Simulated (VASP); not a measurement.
Output of a VASP run:

### OSZICAR
```
...
DAV:   2    -0.156477209983E+02   -0.16772E+03   -0.16097E+03  3455   0.276E+02
DAV:   3    -0.235208006712E+02   -0.78731E+01   -0.76225E+01  4010   0.736E+01
DAV:   4    -0.237035581597E+02   -0.18276E+00   -0.18226E+00  3830   0.108E+01
DAV:   5    -0.237094309528E+02   -0.58728E-02   -0.58722E-02  4168   0.207E+00    0.181E+01
DAV:   6    -0.280794107727E+02   -0.43700E+01   -0.37809E+01  3810   0.115E+02    0.207E+01
DAV:   7    -0.226642095402E+02    0.54152E+01   -0.15641E+01  3846   0.811E+01    0.415E+00
DAV:   8    -0.227354540064E+02   -0.71244E-01   -0.15855E+00  4798   0.118E+01    0.271E+00
DAV:   9    -0.226773695370E+02    0.58084E-01   -0.23458E-01  3868   0.827E+00    0.850E-01
DAV:  10    -0.226787615622E+02   -0.13920E-02   -0.80826E-03  4141   0.970E-01    0.317E-01
DAV:  11    -0.226783264512E+02    0.43511E-03   -0.15175E-03  4462   0.595E-01    0.179E-01
DAV:  12    -0.226780122776E+02    0.31417E-03   -0.68397E-04  4163   0.403E-01    0.587E-02
DAV:  13    -0.226780163741E+02   -0.40965E-05   -0.36356E-05  4142   0.632E-02    0.312E-02
DAV:  14    -0.226780154576E+02    0.91649E-06   -0.26328E-06  3095   0.232E-02
   1 F= -.22678015E+02 E0= -.22678000E+02  d E =-.226780E+02  mag=    -0.0001
       N       E                     dE             d eps       ncg     rms          rms(c)
DAV:   1    -0.226898885690E+02   -0.11872E-01   -0.14111E-01  4004   0.492E+00    0.961E-01
DAV:   2    -0.227065654803E+02   -0.16677E-01   -0.18402E-01  3851   0.819E+00    0.141E+00
DAV:   3    -0.226791376433E+02    0.27428E-01   -0.82698E-02  3791   0.569E+00    0.205E-01
DAV:   4    -0.226785956271E+02    0.54202E-03   -0.25721E-03  3720   0.462E-01    0.595E-02
DAV:   5    -0.226785630262E+02    0.32601E-04   -0.23273E-04  4314   0.250E-01    0.160E-02
DAV:   6    -0.226785653934E+02   -0.23672E-05   -0.24124E-05  3801   0.523E-02    0.760E-03
DAV:   7    -0.226785653286E+02    0.64827E-07   -0.53853E-07  1995   0.931E-03
   2 F= -.22678565E+02 E0= -.22678607E+02  d E =-.549871E-03  mag=    -0.0000
       N       E                     dE             d eps       ncg     rms          rms(c)
DAV:   1    -0.226791304078E+02   -0.56501E-03   -0.66239E-03  4009   0.106E+00    0.207E-01
DAV:   2    -0.226798989868E+02   -0.76858E-03   -0.82257E-03  3851   0.175E+00    0.301E-01
DAV:   3    -0.226786346476E+02    0.12643E-02   -0.37916E-03  3811   0.123E+00    0.430E-02
DAV:   4    -0.226786101978E+02    0.24450E-04   -0.12250E-04  3688   0.928E-02    0.147E-02
DAV:   5    -0.226786078099E+02    0.23879E-05   -0.11069E-05  3943   0.564E-02    0.409E-03
DAV:   6    -0.226786075130E+02    0.29695E-06   -0.11034E-06  1869   0.101E-02
   3 F= -.22678608E+02 E0= -.22678638E+02  d E =-.592055E-03  mag=     0.0000
       N       E                     dE             d eps       ncg     rms          rms(c)
DAV:   1    -0.226831280881E+02   -0.45203E-02   -0.70885E-02  3796   0.317E+00    0.577E-01
DAV:   2    -0.226870509365E+02   -0.39228E-02   -0.54398E-02  3785   0.446E+00    0.735E-01
DAV:   3    -0.226792156619E+02    0.78353E-02   -0.24067E-02  3816   0.311E+00    0.153E-01
DAV:   4    -0.226788891066E+02    0.32656E-03   -0.14736E-03  3730   0.358E-01    0.439E-02
DAV:   5    -0.226788675226E+02    0.21584E-04   -0.13576E-04  4112   0.190E-01    0.172E-02
DAV:   6    -0.226788661860E+02    0.13366E-05   -0.17292E-05  3651   0.469E-02    0.436E-03
DAV:   7    -0.226788660536E+02    0.13236E-06   -0.44388E-07  1775   0.903E-03
   4 F= -.22678866E+02 E0= -.22678853E+02  d E =-.258541E-03  mag=     0.0000
```

### OUTCAR
```
------------------------ aborting loop because EDIFF is reached ----------------------------------------
  FORCE on cell =-STRESS in cart. coord.  units (eV):
  Direction    XX          YY          ZZ          XY          YZ          ZX
  --------------------------------------------------------------------------------------
  Total        0.0058567      0.0058567      0.0501447     -0.0000000     -0.0000000     -0.0000000
  in kB        0.1394558      0.1394558      1.1940045     -0.0000000     -0.0000000     -0.0000000
  external PRESSURE =       0.4909720 kB  Pullay stress =       0.0000000 kB
  volume of cell :       67.29
      direct lattice vectors                 reciprocal lattice vectors
     3.913737514 -0.000000000 -0.000000000     0.255510237  0.147518913 -0.000000000
    -1.956868757  3.389395906  0.000000000     0.000000000  0.295037826 -0.000000000
    -0.000000000  0.000000000  5.072429824     0.000000000 -0.000000000  0.197144176
 POSITION                                       TOTAL-FORCE (eV/Angst)
 -----------------------------------------------------------------------------------
      1.95687      3.38940      5.07243         0.000000     -0.000000      0.000000
      1.95687      3.38940      2.53621         0.000000      0.000000      0.000000
     -0.00000      2.25960      1.26811        -0.000000      0.000000     -0.000000
      1.95687      1.12980      3.80432         0.000000     -0.000000      0.000000
 -----------------------------------------------------------------------------------
    total drift:                               -0.000000      0.000000      0.000000
  FREE ENERGIE OF THE ION-ELECTRON SYSTEM (eV)
  ---------------------------------------------------
  free  energy   TOTEN  =       -22.6788660536 eV

  energy  without entropy=      -22.6788275911  energy(sigma->0) =      -22.67885323

 total charge

# of ion       s       p       d       tot
------------------------------------------
    1        0.461   0.504   8.475   9.440
    2        0.461   0.504   8.475   9.440
    3        1.131   1.230   0.079   2.440
    4        1.131   1.230   0.079   2.440
--------------------------------------------------
tot          3.184   3.468  17.107  23.759

 magnetization (x)

# of ion       s       p       d       tot
------------------------------------------
    1        0.000   0.000   0.000   0.000
    2        0.000   0.000   0.000   0.000
    3        0.000   0.000  -0.000   0.000
    4        0.000   0.000  -0.000   0.000
--------------------------------------------------
tot          0.000   0.000   0.000   0.000

 reached required accuracy - stopping structural energy minimisation
```
(Selected blocks of OUTCAR.)

File POSCAR:
```
NiSb
1
    3.9036338847    -0.0000000000     0.0000000000
   -1.9518169424     3.3806459072     0.0000000000
    0.0000000000    -0.0000000000     5.0964321821
Ni Sb
2 2
Direct
  0.0000000000   0.0000000000   0.0000000000
  0.0000000000   0.0000000000   0.5000000000
  0.3333330000   0.6666670000   0.2500000000
  0.6666670000   0.3333330000   0.7500000000
```

**Question.** Reconstruct the remaining input files.

**Answer.** Several could match; the one computed here: the input of the run itself, PBEsol GGA, plane waves, VASP's PBE PAW potentials (set 64).

File KPOINTS:
```
kpoints
0
Gamma
8 8 6
0 0 0
```

**INCAR**
```
! general
SYSTEM =NiSb
PREC   =Accurate
ENCUT  =400   ! plane-wave cut-off (eV)
LREAL  =.False.   ! projection in real space or not
LASPH  =.True.   ! aspherical one-centre terms

! electronic loop
EDIFF  =1E-6
NELM   =100   ! most electronic steps
ALGO   =Normal
LMAXMIX=4   ! l cut-off of mixed one-centre charges

! smearing
ISMEAR =1
SIGMA  =0.1   ! width (eV)

! functional
GGA    =PS   ! PBEsol

! spin
ISPIN  =2   ! spin-polarised
MAGMOM =2*2.0 2*0.0

! ions
IBRION =2   ! conjugate gradients
NSW    =60   ! most ionic steps
ISIF   =3
EDIFFG =-0.02   ! ionic stop

! output
LWAVE  =.False.
LCHARG =.False.
LORBIT =10
```

POTCAR, in this order: Ni Sb (PBE.64 set). Program: vasp_std.

The structure was generated: NiSb was put into the NiAs type type (P6_3/mmc), which need not be its known phase. This run relaxes it. Symmetry was kept, so distortions that lower it aren't found. The start is the result of an earlier pass.
